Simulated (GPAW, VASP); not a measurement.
This is a calculation of YMg6Sb for GPAW 26.7.0 (ASE script). The cell comes from a database or a generator and needn't be the stable form of this composition.

Contents of run.py:

```python
from ase import Atoms
from ase.dft.bandgap import bandgap
from ase.io import write
from ase.units import GPa
from gpaw import GPAW, PW

atoms = Atoms(['Sb', 'Y', 'Mg', 'Mg', 'Mg', 'Mg', 'Mg', 'Mg'],
              cell=[[5.382245, 0.0, 0.0],
                    [0.0, 3.114422, 5.8047675],
                    [0.0, -3.114422, 5.8047675]],
              scaled_positions=[[0.5, 0.666497, 0.666497],
                                [0.5, 0.170517, 0.170517],
                                [0.0, 0.835566, 0.835566],
                                [0.0, 0.336122, 0.336122],
                                [0.0, 0.328746, 0.827384],
                                [0.0, 0.827384, 0.328746],
                                [0.5, 0.169257, 0.665907],
                                [0.5, 0.665907, 0.169257]],
              pbc=True)

calc = GPAW(mode=PW(800),
            xc='RPBE',
            kpts={'size': (5, 5, 5), 'gamma': True},
            occupations={'name': 'methfessel-paxton', 'order': 0, 'width': 0.1},
            nbands=68,
            convergence={'density': 1e-05, 'energy': 1e-05},
            maxiter=150,
            txt='gpaw.txt')
atoms.calc = calc
energy = atoms.get_potential_energy()
forces = atoms.get_forces()
stress = atoms.get_stress()
calc.write('gs.gpw')
write('result.traj', atoms)
print(f'Energy: {energy:.6f} eV')
print('Forces (eV/A):')
print(forces.round(4))
print('Stress (GPa):', (stress / GPa).round(3))
print('Fermi level:', round(calc.get_fermi_level(), 4), 'eV')
print(f'Gap: {bandgap(calc)[0]:.4f} eV, direct: {bandgap(calc, direct=True)[0]:.4f} eV')
```

Potentials or basis: the program's PAW data sets (release 1.2.1) made for this functional, pw.

Command:

```console
$ OMP_NUM_THREADS=1 python run.py
```

Q: What does the same run look like in VASP 6.6.1? Potentials or basis there: PBE PAW files Mg, Sb, Y_sv, 520 eV.

A: As run (cutoffs and basis follow the program's own potentials, and thresholds, step limits or extra output files can differ):

INCAR

```
SYSTEM = YMg6Sb
ALGO     = Fast           ! electronic algorithm
EDIFF    = 1E-6           ! SCF threshold, eV
ENCUT    = 520            ! plane-wave cutoff, eV
GGA      = RP             ! functional
ISIF     = 2              ! what is computed and relaxed
ISMEAR   = 0              ! smearing method
LASPH    = .TRUE.         ! aspherical terms in the spheres
LCHARG   = .TRUE.         ! write CHGCAR
LELF     = .TRUE.         ! ELF
LREAL    = .FALSE.        ! projectors in reciprocal space
LVHAR    = .TRUE.       
LWAVE    = .FALSE.        ! write WAVECAR
NBANDS   = 24             ! bands
NELM     = 100            ! most SCF steps
PREC     = Accurate       ! precision mode
SIGMA    = 0.1            ! smearing width, eV
```

Contents of KPOINTS:

```
k-points
0
G
  5 5 5
  0 0 0
```

POSCAR

```
YMg6Sb
1.0
    5.3822450000      0.0000000000      0.0000000000
    0.0000000000      3.1144220000      5.8047675000
    0.0000000000     -3.1144220000      5.8047675000
Sb Y Mg
1 1 6
Cartesian
    2.6911225000      0.0000000000      7.7377202489
    2.6911225000      0.0000000000      1.9796230796
    0.0000000000      0.0000000000      9.7005327218
    0.0000000000      0.0000000000      3.9022201233
    0.0000000000     -1.5529691572      6.7110658498
    0.0000000000      1.5529691572      6.7110658498
    2.6911225000     -1.5467776863      4.8479328444
    2.6911225000      1.5467776863      4.8479328444
```

Potentials or basis: VASP PAW PBE potentials, release 64 (Sb, Y_sv, Mg).

The run is started by

```sh
$ cat potpaw_PBE.64/Sb/POTCAR potpaw_PBE.64/Y_sv/POTCAR potpaw_PBE.64/Mg/POTCAR > POTCAR
$ mpirun -np 1 vasp_std > vasp.out
```

Both were run:

|  | GPAW | VASP |
| --- | --- | --- |
| Pressure | 1.1 GPa | 1.0 GPa |
| Largest force | 0.097 eV/Å | 0.099 eV/Å |

The potentials hold 86 and 28 valence electrons a cell.

VASP's potentials were made for PBE.

Pressure is positive in compression.
